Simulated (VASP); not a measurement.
Calculation: vdW-DF2, VASP's PBE PAW potentials (set 64) (plane waves; VASP).

A VASP calculation is set up with these files.

INCAR:
```
SYSTEM = SiC
PREC = Accurate; ENCUT = 520; LREAL = F
LASPH = T
EDIFF = 1E-7; NELM = 100; ALGO = Normal
ISMEAR = 0; SIGMA = 0.05
GGA = ML; LUSE_VDW = T; AGGAC = 0.0
ZAB_VDW = -1.8867
ISIF = 2
LWAVE = F; LCHARG = F
```

POSCAR:
```
SiC
1
    0.0000000000     2.1907784749     2.1907784749
    2.1907784749     0.0000000000     2.1907784749
    2.1907784749     2.1907784749     0.0000000000
Si C
1 1
Direct
  0.0000000000   0.0000000000   0.0000000000
  0.2500000000   0.2500000000   0.2500000000
```

File KPOINTS:
```
Regular mesh
0
gamma
 10 10 10
0 0 0
```

POTCAR, in this order: Si C (PBE.64 set). Program: vasp_std.

Output

File OSZICAR:
```
       N       E                     dE             d eps       ncg     rms          rms(c)
DAV:   1     0.758138636998E+01    0.75814E+01   -0.42409E+03   800   0.841E+02
DAV:   2    -0.134820349900E+02   -0.21063E+02   -0.20445E+02  1120   0.110E+02
DAV:   3    -0.138342867041E+02   -0.35225E+00   -0.35225E+00   824   0.173E+01
DAV:   4    -0.138355990820E+02   -0.13124E-02   -0.13124E-02  1184   0.119E+00
DAV:   5    -0.138356004912E+02   -0.14092E-05   -0.14091E-05   840   0.230E-02    0.859E+00
DAV:   6    -0.115933236179E+02    0.22423E+01   -0.11072E+01   800   0.192E+01    0.306E+00
DAV:   7    -0.116032488285E+02   -0.99252E-02   -0.34335E-01  1144   0.467E+00    0.173E+00
DAV:   8    -0.116136209731E+02   -0.10372E-01   -0.68021E-02   840   0.256E+00    0.252E-01
DAV:   9    -0.116139416918E+02   -0.32072E-03   -0.11323E-03  1184   0.361E-01    0.184E-01
DAV:  10    -0.116141030760E+02   -0.16138E-03   -0.80680E-04   784   0.289E-01    0.292E-02
DAV:  11    -0.116141167850E+02   -0.13709E-04   -0.27216E-05  1040   0.529E-02    0.249E-02
DAV:  12    -0.116141218336E+02   -0.50486E-05   -0.14804E-05   808   0.477E-02    0.198E-03
DAV:  13    -0.116141222390E+02   -0.40543E-06   -0.36875E-07  1144   0.552E-03    0.124E-03
DAV:  14    -0.116141222398E+02   -0.77512E-09   -0.89614E-08   544   0.275E-03
   1 F= -.11614122E+02 E0= -.11614122E+02  d E =-.441081E-19
```

File OUTCAR:
```
------------------------ aborting loop because EDIFF is reached ----------------------------------------
  FORCE on cell =-STRESS in cart. coord.  units (eV):
  Direction    XX          YY          ZZ          XY          YZ          ZX
  --------------------------------------------------------------------------------------
  Total        0.8017446      0.8017446      0.8017446     -0.0000000      0.0000000     -0.0000000
  in kB       61.0831194     61.0831194     61.0831194     -0.0000000      0.0000000     -0.0000000
  external PRESSURE =      61.0831194 kB  Pullay stress =       0.0000000 kB
  volume of cell :       21.03
      direct lattice vectors                 reciprocal lattice vectors
     0.000000000  2.190778475  2.190778475    -0.228229374  0.228229374  0.228229374
     2.190778475  0.000000000  2.190778475     0.228229374 -0.228229374  0.228229374
     2.190778475  2.190778475  0.000000000     0.228229374  0.228229374 -0.228229374
  FREE ENERGIE OF THE ION-ELECTRON SYSTEM (eV)
  ---------------------------------------------------
  free  energy   TOTEN  =       -11.6141222398 eV

  energy  without entropy=      -11.6141222398  energy(sigma->0) =      -11.61412224
```
(Selected blocks of OUTCAR.)

The compound is SiC in the zinc blende structure. This cell is one point of a volume scan, at 0.97 of the reference volume.
